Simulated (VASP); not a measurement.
```xyz
2
Lattice="2.6196 0.0000 0.0000 0.0000 2.6196 0.0000 0.0000 0.0000 2.6196" Properties=species:S:1:pos:R:3 pbc="T T T"
Si     0.0000     0.0000     0.0000
C      1.3098     1.3098     1.3098
```

Level of theory: r2SCAN meta-GGA, VASP's PBE PAW potentials (set 64) (plane waves; VASP). Numerical set-up: 520 eV cut-off, 15×15×15 Γ-centred mesh, tetrahedra with Blöchl corrections, potentials Si C.

### Question
Give the energies of bands 2 to 7 at the high-symmetry points, in eV from the Fermi level.

### Answer

```tsv
band	Γ	X	M	R
2	-1.24	-12.77	-8.65	-4.79
3	-1.24	0.93	-8.65	-4.79
4	-1.24	0.93	-5.67	-4.79
5	2.00	5.50	2.63	-1.76
6	5.13	7.32	9.62	-1.76
7	5.13	8.23	9.62	-1.76
```

It has no gap at this level: it comes out as a metal or semimetal.

The structure was generated: SiC was put into the CsCl type (Pm-3m), which need not be its known phase. It was relaxed first, which changed the volume by +23 %.
